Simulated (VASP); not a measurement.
# Al3Pd (Pm-3m) in VASP: a series of runs, part 2 of 2

VASP 6.6.1. The steps go on from the part before.

## Step 5: Equation of state, PBEsol, 15.68 Å³/atom (volume scaled by 1.02)

INCAR reads:

```
SYSTEM = Al3Pd
  ALGO = Normal
  EDIFF = 1E-7
  ENCUT = 520
  GGA = PS
  ISIF = 2
  ISMEAR = -1
  LASPH = .TRUE.
  LCHARG = .FALSE.
  LREAL = .FALSE.
  LWAVE = .FALSE.
  NBANDS = 18
  NELM = 100
  PREC = Accurate
  SIGMA = 0.05
```

KPOINTS reads:

```
k-points
0
G
  7 7 7
  0 0 0
```

POSCAR reads:

```
Al3Pd
1.0
    3.9730492386      0.0000000000      0.0000000000
    0.0000000000      3.9730492386      0.0000000000
    0.0000000000      0.0000000000      3.9730492386
Pd Al
1 3
Direct
    0.0000000000      0.0000000000      0.0000000000
    0.5000000000      0.5000000000      0.0000000000
    0.5000000000      0.0000000000      0.5000000000
    0.0000000000      0.5000000000      0.5000000000
```

Run with:

```
$ cat potpaw_PBE.64/Pd/POTCAR potpaw_PBE.64/Al/POTCAR > POTCAR
$ mpirun -np 1 vasp_std > vasp.out
```

Run time: 22 s. Hardware: 1 thread of Intel Xeon Platinum 8488C (Sapphire Rapids), shared host; peak memory 0.17 GiB.

The run converged. Its results:

```
Free energy            : -19.5818 eV
Pressure               : -3.9 GPa
Band gap on the k mesh : none (metal or under the smearing width)
```

Caveat: the PAW data sets were made with another functional, which shifts forces and pressure a little.

## Step 6: Equation of state, PBEsol, 15.99 Å³/atom (volume scaled by 1.04)

INCAR is that of step 5.

KPOINTS is that of step 5.

POSCAR reads:

```
Al3Pd
1.0
    3.9988489825      0.0000000000      0.0000000000
    0.0000000000      3.9988489825      0.0000000000
    0.0000000000      0.0000000000      3.9988489825
Pd Al
1 3
Direct
    0.0000000000      0.0000000000      0.0000000000
    0.5000000000      0.5000000000      0.0000000000
    0.5000000000      0.0000000000      0.5000000000
    0.0000000000      0.5000000000      0.5000000000
```

Potentials or basis: VASP PAW PBE potentials, release 64 (Pd, Al).

Run with:

```
$ cat potpaw_PBE.64/Pd/POTCAR potpaw_PBE.64/Al/POTCAR > POTCAR
$ mpirun -np 1 vasp_std > vasp.out
```

It took 21 s on 1 thread of Intel Xeon Platinum 8488C (Sapphire Rapids), shared host; peak memory 0.17 GiB.

It converged, with:

| Item | Value |
| --- | --- |
| Free energy | -19.5449 eV |
| Pressure | -5.7 GPa |
| Band gap on the k mesh | none (metal or under the smearing width) |

Caveat: the PAW data sets were made with another functional, which shifts forces and pressure a little.

## Step 7: Equation of state, PBEsol, 16.29 Å³/atom (volume scaled by 1.06)

INCAR is that of step 6.

KPOINTS is that of step 6.

POSCAR reads:

```
Al3Pd
1.0
    4.0243200449      0.0000000000      0.0000000000
    0.0000000000      4.0243200449      0.0000000000
    0.0000000000      0.0000000000      4.0243200449
Pd Al
1 3
Direct
    0.0000000000      0.0000000000      0.0000000000
    0.5000000000      0.5000000000      0.0000000000
    0.5000000000      0.0000000000      0.5000000000
    0.0000000000      0.5000000000      0.5000000000
```

Run with:

```
$ cat potpaw_PBE.64/Pd/POTCAR potpaw_PBE.64/Al/POTCAR > POTCAR
$ mpirun -np 1 vasp_std > vasp.out
```

It took 23 s on 1 thread of Intel Xeon Platinum 8488C (Sapphire Rapids), shared host; peak memory 0.17 GiB.

It converged, with:

- Free energy: -19.4946 eV
- Pressure: -7.4 GPa
- Band gap on the k mesh: none (metal or under the smearing width)

Caveat: the PAW data sets were made with another functional, which shifts forces and pressure a little.

## Step 8: Equation of state, PBEsol

This step only gathers the single runs of the series.

What came out:

```
Equilibrium volume                      : 15.13 Å³/atom
Bulk modulus                            : 118 GPa
Pressure derivative of the bulk modulus : 4.6
```

Energy against volume, from the lowest point:
| volume (Å³/atom) | energy (meV/atom) |
| --- | --- |
| 14.449 | 12.09 |
| 14.756 | 3.42 |
| 15.064 | 0.00 |
| 15.371 | 1.28 |
| 15.679 | 6.76 |
| 15.986 | 15.99 |
| 16.294 | 28.57 |

Caveat: the PAW data sets were made with another functional, which shifts forces and pressure a little.

## Step 9: Equation of state, PBE, 14.45 Å³/atom (volume scaled by 0.94)

INCAR reads:

```
  PREC = Accurate
  ENCUT = 520
  EDIFF = 1E-7
  ISMEAR = -1
  SIGMA = 0.05
  LREAL = False
  LASPH = True
  NELM = 60
  ALGO = Normal
  ISIF = 2
  LWAVE = False
  LCHARG = False
  GGA = PE
  NBANDS = 18
```

KPOINTS reads:

```
regular mesh
0
Gamma
  7 7 7
```

POSCAR reads:

```
Al3Pd
1.0
    3.8663382084      0.0000000000      0.0000000000
    0.0000000000      3.8663382084      0.0000000000
    0.0000000000      0.0000000000      3.8663382084
Pd Al
1 3
Direct
    0.0000000000      0.0000000000      0.0000000000
    0.5000000000      0.5000000000      0.0000000000
    0.5000000000      0.0000000000      0.5000000000
    0.0000000000      0.5000000000      0.5000000000
```

Potentials or basis: VASP PAW PBE potentials, release 64 (Pd, Al).

Run with:

```
$ cat potpaw_PBE.64/Pd/POTCAR potpaw_PBE.64/Al/POTCAR > POTCAR
$ mpirun -np 1 vasp_std > vasp.out
```

Run time: 16 s. Hardware: 1 thread of Intel Xeon Platinum 8559C (Emerald Rapids), shared host; peak memory 0.17 GiB.

It converged, with:

```yaml
Free_energy: -17.6690 eV
Pressure: 9.5 GPa
Band_gap_on_the_k_mesh: none (metal or under the smearing width)
```

## Step 10: Equation of state, PBE, 14.76 Å³/atom (volume scaled by 0.96)

INCAR reads:

```
SYSTEM = Al3Pd
ALGO = Normal
EDIFF = 1E-7
ENCUT = 520
GGA = PE
ISIF = 2
ISMEAR = -1
LASPH = .True.
LCHARG = .False.
LREAL = .False.
LWAVE = .False.
NBANDS = 18
NELM = 100
PREC = Accurate
SIGMA = 0.05
```

KPOINTS reads:

```
k-points
0
Gamma
  7 7 7
  0 0 0
```

POSCAR reads:

```
Al3Pd
1.0
    3.8935668393      0.0000000000      0.0000000000
    0.0000000000      3.8935668393      0.0000000000
    0.0000000000      0.0000000000      3.8935668393
Pd Al
1 3
Direct
    0.0000000000      0.0000000000      0.0000000000
    0.5000000000      0.5000000000      0.0000000000
    0.5000000000      0.0000000000      0.5000000000
    0.0000000000      0.5000000000      0.5000000000
```

Run with:

```
$ cat potpaw_PBE.64/Pd/POTCAR potpaw_PBE.64/Al/POTCAR > POTCAR
$ mpirun -np 1 vasp_std > vasp.out
```

It took 14 s on 1 thread of Intel Xeon Platinum 8559C (Emerald Rapids), shared host; peak memory 0.17 GiB.

Results (log left out):

| Item | Value |
| --- | --- |
| Free energy | -17.7301 eV |
| Pressure | 6.5 GPa |
| Band gap on the k mesh | none (metal or under the smearing width) |

## Step 11: Equation of state, PBE, 15.06 Å³/atom (volume scaled by 0.98)

INCAR reads:

```
SYSTEM = Al3Pd
ALGO = Normal
EDIFF = 1E-7
ENCUT = 520
GGA = PE
ISIF = 2
ISMEAR = -1
LASPH = .TRUE.
LCHARG = .FALSE.
LREAL = .FALSE.
LWAVE = .FALSE.
NBANDS = 18
NELM = 80
PREC = Accurate
SIGMA = 0.05
```

KPOINTS reads:

```
k-points
0
G
  7 7 7
  0 0 0
```

POSCAR reads:

```
Al3Pd
1.0
    3.9204198730      0.0000000000      0.0000000000
    0.0000000000      3.9204198730      0.0000000000
    0.0000000000      0.0000000000      3.9204198730
Pd Al
1 3
Direct
    0.0000000000      0.0000000000      0.0000000000
    0.5000000000      0.5000000000      0.0000000000
    0.5000000000      0.0000000000      0.5000000000
    0.0000000000      0.5000000000      0.5000000000
```

Run with:

```
$ cat potpaw_PBE.64/Pd/POTCAR potpaw_PBE.64/Al/POTCAR > POTCAR
$ mpirun -np 1 vasp_std > vasp.out
```

Run time: 19 s. Hardware: 1 thread of Intel Xeon Platinum 8559C (Emerald Rapids), shared host; peak memory 0.17 GiB.

The run converged. Its results:

```yaml
Free_energy: -17.7693 eV
Pressure: 3.8 GPa
Band_gap_on_the_k_mesh: none (metal or under the smearing width)
```

## Step 12: Equation of state, PBE, 15.68 Å³/atom (volume scaled by 1.02)

INCAR reads:

```
  PREC = Accurate
  ENCUT = 520
  EDIFF = 1E-7
  ISMEAR = -1
  SIGMA = 0.05
  LREAL = F
  LASPH = T
  NELM = 80
  ALGO = Normal
  ISIF = 2
  LWAVE = F
  LCHARG = F
  GGA = PE
  NBANDS = 18
```

KPOINTS reads:

```
Automatic mesh
0
Gamma
  7 7 7
```

POSCAR reads:

```
Al3Pd
1.0
    3.9730492386      0.0000000000      0.0000000000
    0.0000000000      3.9730492386      0.0000000000
    0.0000000000      0.0000000000      3.9730492386
Pd Al
1 3
Direct
    0.0000000000      0.0000000000      0.0000000000
    0.5000000000      0.5000000000      0.0000000000
    0.5000000000      0.0000000000      0.5000000000
    0.0000000000      0.5000000000      0.5000000000
```

Potentials or basis: VASP PAW PBE potentials, release 64 (Pd, Al).

Run with:

```
$ cat potpaw_PBE.64/Pd/POTCAR potpaw_PBE.64/Al/POTCAR > POTCAR
$ mpirun -np 1 vasp_std > vasp.out
```

It took 18 s on 1 thread of Intel Xeon Platinum 8559C (Emerald Rapids), shared host; peak memory 0.17 GiB.

It converged, with:

```yaml
Free_energy: -17.7909 eV
Pressure: -0.8 GPa
Band_gap_on_the_k_mesh: none (metal or under the smearing width)
```

## Step 13: Equation of state, PBE, 15.99 Å³/atom (volume scaled by 1.04)

INCAR reads:

```
SYSTEM = Al3Pd
PREC     = Accurate       ! precision mode
ENCUT    = 520            ! plane-wave cutoff, eV
EDIFF    = 1E-7           ! SCF threshold, eV
ISMEAR   = -1             ! smearing method
SIGMA    = 0.05           ! smearing width, eV
LREAL    = .FALSE.        ! projectors in reciprocal space
LASPH    = .TRUE.         ! aspherical terms in the spheres
NELM     = 100            ! most SCF steps
ALGO     = Normal         ! electronic algorithm
ISIF     = 2              ! what is computed and relaxed
LWAVE    = .FALSE.        ! write WAVECAR
LCHARG   = .FALSE.        ! write CHGCAR
GGA      = PE             ! functional
NBANDS   = 18             ! bands
```

KPOINTS reads:

```
Automatic mesh
0
G
  7 7 7
  0 0 0
```

POSCAR reads:

```
Al3Pd
1.0
    3.9988489825      0.0000000000      0.0000000000
    0.0000000000      3.9988489825      0.0000000000
    0.0000000000      0.0000000000      3.9988489825
Pd Al
1 3
Direct
    0.0000000000      0.0000000000      0.0000000000
    0.5000000000      0.5000000000      0.0000000000
    0.5000000000      0.0000000000      0.5000000000
    0.0000000000      0.5000000000      0.5000000000
```

Run with:

```
$ cat potpaw_PBE.64/Pd/POTCAR potpaw_PBE.64/Al/POTCAR > POTCAR
$ mpirun -np 1 vasp_std > vasp.out
```

It took 20 s on 1 thread of Intel Xeon Platinum 8559C (Emerald Rapids), shared host; peak memory 0.17 GiB.

Results (log left out):

```yaml
Free_energy: -17.7772 eV
Pressure: -2.8 GPa
Band_gap_on_the_k_mesh: none (metal or under the smearing width)
```

## Step 14: Equation of state, PBE, 16.29 Å³/atom (volume scaled by 1.06)

INCAR reads:

```
  PREC = Accurate
  ENCUT = 520
  EDIFF = 1E-7
  ISMEAR = -1
  SIGMA = 0.05
  LREAL = F
  LASPH = T
  NELM = 100
  ALGO = Normal
  ISIF = 2
  LWAVE = F
  LCHARG = F
  GGA = PE
  NBANDS = 18
```

KPOINTS reads:

```
regular mesh
0
Gamma
  7 7 7
```

POSCAR reads:

```
Al3Pd
1.0
    4.0243200449      0.0000000000      0.0000000000
    0.0000000000      4.0243200449      0.0000000000
    0.0000000000      0.0000000000      4.0243200449
Pd Al
1 3
Direct
    0.0000000000      0.0000000000      0.0000000000
    0.5000000000      0.5000000000      0.0000000000
    0.5000000000      0.0000000000      0.5000000000
    0.0000000000      0.5000000000      0.5000000000
```

Run with:

```
$ cat potpaw_PBE.64/Pd/POTCAR potpaw_PBE.64/Al/POTCAR > POTCAR
$ mpirun -np 1 vasp_std > vasp.out
```

Wall time 22 s (1 thread of Intel Xeon Platinum 8559C (Emerald Rapids), shared host); peak memory 0.17 GiB.

The run converged. Its results:

```
Free energy            : -17.7494 eV
Pressure               : -4.5 GPa
Band gap on the k mesh : none (metal or under the smearing width)
```

## Step 15: Equation of state, PBE

Potentials or basis: VASP PAW PBE potentials, release 64 (Pd, Al).

No new run: the results of the series are fitted here.

What came out:

```
Equilibrium volume                      : 15.56 Å³/atom
Bulk modulus                            : 108 GPa
Pressure derivative of the bulk modulus : 4.6
```

Energy against volume, from the lowest point:
```
volume (Å³/atom)  energy (meV/atom)
          14.449              30.47
          14.756              15.20
          15.064               5.40
          15.371               0.51
          15.679               0.00
          15.986               3.42
          16.294              10.36
```
